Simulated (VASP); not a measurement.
Consider the following.

```yaml
crystal:
  lattice:
    - [0.00000, 3.13465, 3.13465]
    - [3.13465, 0.00000, 3.13465]
    - [3.13465, 3.13465, 0.00000]
  atoms:
    - { symbol: Hg, position: [0.00000, 0.00000, 0.00000] }
    - { symbol: Se, position: [0.25000, 0.25000, 0.25000] }
```

Computed with PBE GGA, VASP's PBE PAW potentials (set 64) (plane waves; VASP 6.6.1). Settings: 500 eV cut-off, 10×10×10 Γ-centred mesh, first-order Methfessel-Paxton smearing of 0.10 eV, potentials Hg Se.

Unless said otherwise, spin-orbit coupling is left out, though it shifts the bands of the heavy elements here.

Question: What does the run give for the energy per atom (σ→0), band gap (on the k-mesh) with the smallest direct gap where there is one?

Answer: 
| Item | Value |
|---|---|
| band gap (on the k-mesh) | none (metal, semimetal or under 0.01 eV) |
| energy per atom (σ→0) | -2.045 eV/atom |

Only differences to runs with the same potentials and settings are physical.

The compound is HgSe in the zinc blende structure. It was relaxed first, which changed the volume by +10 %.
